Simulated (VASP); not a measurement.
A VASP calculation is set up with these files.

### POSCAR
```
CoAl
1
    2.9069040000     0.0000000000     0.0000000000
    0.0000000000     2.9069040000     0.0000000000
    0.0000000000     0.0000000000     2.9069040000
Al Co
1 1
Direct
  0.5000000000   0.5000000000   0.5000000000
  0.0000000000   0.0000000000   0.0000000000
```

File KPOINTS:
```
Automatic mesh
0
Gamma
15 15 15
0 0 0
```

**INCAR**
```
SYSTEM = CoAl
PREC = Accurate; ENCUT = 300; LREAL = .FALSE.
LASPH = .TRUE.
EDIFF = 1E-6; NELM = 100; ALGO = Normal
LMAXMIX = 4
ISMEAR = -1; SIGMA = 0.05
GGA = PE
ISIF = 2
LWAVE = .FALSE.; LCHARG = .FALSE.
```

POTCAR, in this order: Al Co (PBE.64 set). Program: vasp_std.

Question: Write an equivalent input for Ansatz.

Answer: One equivalent input (not run):
Ansatz 0.2 input:
```yaml
crystal:
  lattice:
    - [2.9069040, 0.0000000, 0.0000000]
    - [0.0000000, 2.9069040, 0.0000000]
    - [0.0000000, 0.0000000, 2.9069040]
  atoms:
    - { symbol: Al, position: [0.5000000, 0.5000000, 0.5000000] }
    - { symbol: Co, position: [0.0000000, 0.0000000, 0.0000000] }
kpoints:
  mp_grid: { grid: [15, 15, 15] }
hamiltonian:
  xc: pbe
  pseudopotentials: { kind: paw }
scf:
  occupations: { method: fermi_dirac, width: 0.05 }
  max_iter: 100
output: { forces: true, stress: true, eigenvalues: true }
```
What does not carry over: each code has its own PAW files, so the cut-off isn't converted (ENCUT is set for VASP's; basis.ecutwfc is left out, and Ansatz then takes the one that its files recommend); Ansatz stops its SCF on the density residual and VASP on the energy change (EDIFF).

The structure is a typed CoAl crystal. The cell was not relaxed at this level.
